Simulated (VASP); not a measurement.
Output of a VASP run:

### OSZICAR
```
       N       E                     dE             d eps       ncg     rms          rms(c)
DAV:   1     0.494801334968E+03    0.49480E+03   -0.28240E+04  2838   0.165E+03
DAV:   2     0.312484850168E+02   -0.46355E+03   -0.45222E+03  2881   0.380E+02
DAV:   3    -0.272273176749E+02   -0.58476E+02   -0.57919E+02  3129   0.135E+02
DAV:   4    -0.296495172853E+02   -0.24222E+01   -0.24140E+01  3361   0.270E+01
DAV:   5    -0.296911908306E+02   -0.41674E-01   -0.41649E-01  3606   0.369E+00    0.131E+01
DAV:   6    -0.281795049538E+02    0.15117E+01   -0.40693E+00  3900   0.458E+01    0.992E+00
DAV:   7    -0.282399066720E+02   -0.60402E-01   -0.36149E+00  3054   0.827E+00    0.422E+00
DAV:   8    -0.281999584375E+02    0.39948E-01   -0.23557E-01  3542   0.525E+00    0.133E+00
DAV:   9    -0.281992963292E+02    0.66211E-03   -0.55633E-02  3644   0.416E+00    0.325E-01
DAV:  10    -0.282003887076E+02   -0.10924E-02   -0.13089E-02  3191   0.136E+00    0.302E-01
DAV:  11    -0.282004548428E+02   -0.66135E-04   -0.85186E-04  3372   0.251E-01    0.291E-01
DAV:  12    -0.282004338786E+02    0.20964E-04   -0.53731E-04  3553   0.690E-01    0.203E-01
DAV:  13    -0.282007082721E+02   -0.27439E-03   -0.14519E-03  3557   0.512E-01    0.130E-01
DAV:  14    -0.282005401121E+02    0.16816E-03   -0.66358E-04  3516   0.528E-01    0.759E-02
DAV:  15    -0.282005375269E+02    0.25852E-05   -0.58474E-05  3380   0.619E-02    0.632E-02
DAV:  16    -0.282005140948E+02    0.23432E-04   -0.82930E-05  3551   0.297E-01    0.215E-02
DAV:  17    -0.282005162667E+02   -0.21719E-05   -0.24226E-05  3262   0.505E-02    0.989E-03
DAV:  18    -0.282005165287E+02   -0.26201E-06   -0.49281E-06  3580   0.330E-02    0.919E-03
DAV:  19    -0.282005163335E+02    0.19520E-06   -0.39526E-06  3587   0.365E-02    0.297E-03
DAV:  20    -0.282005163671E+02   -0.33580E-07   -0.10210E-06  3068   0.109E-02    0.305E-03
DAV:  21    -0.282005163740E+02   -0.68594E-08   -0.53544E-08  1635   0.244E-03
   1 F= -.28200516E+02 E0= -.28200516E+02  d E =0.000000E+00
```

**OUTCAR**
```
------------------------ aborting loop because EDIFF is reached ----------------------------------------
  FORCE on cell =-STRESS in cart. coord.  units (eV):
  Direction    XX          YY          ZZ          XY          YZ          ZX
  --------------------------------------------------------------------------------------
  Total       -0.0841033     -0.0841033     -0.0384193     -0.0087606      0.0000000      0.0000000
  in kB       -0.7918208     -0.7918208     -0.3617127     -0.0824803      0.0000000      0.0000000
  external PRESSURE =      -0.6484514 kB  Pullay stress =       0.0000000 kB
  volume of cell :      170.18
      direct lattice vectors                 reciprocal lattice vectors
     0.000024188  5.548336883  5.528037069    -0.090117488  0.090117488  0.090448019
     5.548336883  0.000024188  5.528037069     0.090117488 -0.090117488  0.090448019
     2.774180535  2.774180535  0.000000000     0.180233404  0.180233404 -0.180896037
 POSITION                                       TOTAL-FORCE (eV/Angst)
 -----------------------------------------------------------------------------------
      5.54836      5.54836     10.86037         0.000000      0.000000     -0.017554
      5.64539      8.22551      8.38009         0.000726     -0.000726     -0.006663
      8.22551      5.64539      8.38009        -0.000726      0.000726     -0.006663
      5.54836      5.54836      5.54295        -0.000000     -0.000000      0.012760
      1.38709      1.38709      1.39918        -0.000000     -0.000000      0.001241
      4.15131      1.39705      4.14243        -0.002712      0.002712      0.005055
      1.39705      4.15131      4.14243         0.002712     -0.002712      0.005055
      4.16127      4.16127      6.90480        -0.000000     -0.000000      0.006770
 -----------------------------------------------------------------------------------
    total drift:                               -0.000049     -0.000049     -0.000430
  FREE ENERGIE OF THE ION-ELECTRON SYSTEM (eV)
  ---------------------------------------------------
  free  energy   TOTEN  =       -28.2005163740 eV

  energy  without entropy=      -28.2005163740  energy(sigma->0) =      -28.20051637

 total charge

# of ion       s       p       d       tot
------------------------------------------
    1        0.564   0.537   9.785  10.886
    2        0.537   0.481   9.788  10.806
    3        0.537   0.481   9.788  10.806
    4        0.506   0.421   9.790  10.717
    5        1.342   2.155   0.037   3.533
    6        1.312   2.394   0.000   3.706
    7        1.312   2.394   0.000   3.706
    8        1.312   2.387   0.000   3.699
--------------------------------------------------
tot          7.422  11.249  39.188  57.858
```
(Selected blocks of OUTCAR.)

File POSCAR:
```
Zn4S3Te
1
    0.0000241882     5.5483368825     5.5280370693
    5.5483368825     0.0000241882     5.5280370693
    2.7741805354     2.7741805354    -0.0000000000
Zn Te S
4 1 3
Direct
  0.9822985572   0.9822985572   0.0354028857
  0.9904766626   0.5254480535   0.9840752839
  0.5254480535   0.9904766626   0.9840752839
  0.5013490787   0.5013490787   0.9973018426
  0.1265533080   0.1265533080   0.2468933840
  0.1264671157   0.6228819334   0.2506509510
  0.6228819334   0.1264671157   0.2506509510
  0.6245252910   0.6245252910   0.2509494180
```

Question: Reconstruct the remaining input files.

Answer: Several could match; the one computed here: the input of the run itself, PBEsol GGA, plane waves, VASP's PBE PAW potentials (set 64).

**KPOINTS**
```
Regular mesh
0
gamma
4 4 8
```

**INCAR**
```
SYSTEM = Zn4S3Te
PREC = Accurate; ENCUT = 400; LREAL = .False.
LASPH = .True.
EDIFF = 1E-7; NELM = 100; ALGO = Normal
LMAXMIX = 4
ISMEAR = -5
GGA = PS
ISIF = 2
LWAVE = .False.; LCHARG = .True.; LORBIT = 11
NEDOS = 601
LEFG = .True.
```

POTCAR, in this order: Zn Te S (PBE.64 set). Program: vasp_std.

The structure was generated: Zn4S3Te was put into an ordered model structure (Amm2), which need not be its known phase. It was relaxed first.
